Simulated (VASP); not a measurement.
Crystal: Mg3CdSe2O2.

```
CELL_PARAMETERS angstrom
5.96612 0.00000 0.00000
-2.98306 5.16681 0.00000
0.00000 0.00000 4.94752
ATOMIC_POSITIONS crystal
Mg 0.50000 0.00000 0.50000
Mg 0.00000 0.50000 0.50000
Mg 0.50000 0.50000 0.50000
Cd 0.00000 0.00000 0.00000
Se 0.33333 0.66667 0.00000
Se 0.66667 0.33333 0.00000
O 0.00000 0.00000 0.33546
O 0.00000 0.00000 0.66454
```

The cell was built by a generator and needn't be a form met in nature.

* Program: VASP 6.6.1
* Task: relaxation of cell and atoms
* Functional: PBE
* Potentials or basis: VASP PAW PBE potentials, release 64 (Mg, Cd, Se, O)
* Cutoff: 520 eV
* k mesh: 3 × 3 × 3
* Occupations: gaussian, width 0.15 eV
* Spin: no spin polarisation

At the start: pressure 15.9 GPa; volume 19.06 Å³/atom.

Question: Where does the relaxation end?

Answer: Over 17 steps the energy falls by 418.5 meV/atom and the volume is 19.11 Å³/atom (+0.3 %); space group P6/mmm (No. 191, to 0.05 Å).

The path:
```csv
step,energy change (eV),largest force (eV/Å),pressure (GPa),volume (Å³)
1,0.0000,12.3675,15.90,152.51
2,148.7848,998.7053,145.85,195.46
3,-2.0990,2.5699,8.90,153.46
4,-2.1557,2.0761,8.54,153.77
5,-2.4076,2.7244,6.11,156.62
6,-2.7762,1.4585,-2.33,173.24
7,-2.8315,1.1568,-0.11,166.98
8,-2.8319,1.2381,-0.23,167.61
9,-2.9120,0.4968,-2.04,169.97
10,-2.9121,0.5145,-2.04,170.02
11,-3.0384,0.6070,-2.16,166.66
12,-3.3185,0.4231,-0.75,156.03
13,-3.3391,0.2359,0.61,150.96
14,-3.3440,0.2966,0.07,152.71
15,-3.3442,0.2688,0.24,152.29
16,-3.3437,0.2575,0.36,151.91
17,-3.3481,0.0479,-0.15,152.91
```

Final structure:
```xyz
8
Lattice="5.4178 0.0000 0.0000 -2.7089 4.6920 0.0000 0.0000 0.0000 6.0154" Properties=species:S:1:pos:R:3 pbc="T T T"
Mg    2.7089    0.0000    3.0077
Mg   -1.3545    2.3460    3.0077
Mg    1.3545    2.3460    3.0077
Cd    0.0000    0.0000    0.0000
Se    0.0000    3.1280    6.0154
Se    2.7089    1.5640    0.0000
O     0.0000    0.0000    2.2080
O     0.0000    0.0000    3.8073
```

Caveat: the k mesh is coarse (spacing up to 0.42 Å⁻¹), so the values aren't converged.
